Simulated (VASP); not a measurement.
Given:

```xyz
2
Lattice="0.0000 2.3421 2.3421 2.3421 0.0000 2.3421 2.3421 2.3421 0.0000" Properties=species:S:1:pos:R:3 pbc="T T T"
Zr     0.0000     0.0000     0.0000
C      2.3421     2.3421     2.3421
```

The numbers are results of vdW-DF-cx, VASP's PBE PAW potentials (set 64) (plane waves; VASP), not measurements. Numerical set-up: 520 eV cut-off, 15×15×15 Γ-centred mesh, tetrahedra with Blöchl corrections, potentials Zr_sv C.

**Question.** Predict the energy per atom (σ→0), band gap (on the k-mesh) with the smallest direct gap where there is one.

**Answer.** 
| Property | Value |
|---|---|
| band gap (on the k-mesh) | none (metal, semimetal or under 0.01 eV) |
| energy per atom (σ→0) | -8175 meV/atom |

The absolute energy has meaning only against runs of the same code, potentials and settings.

The compound is ZrC in the rock salt structure. It was relaxed first.
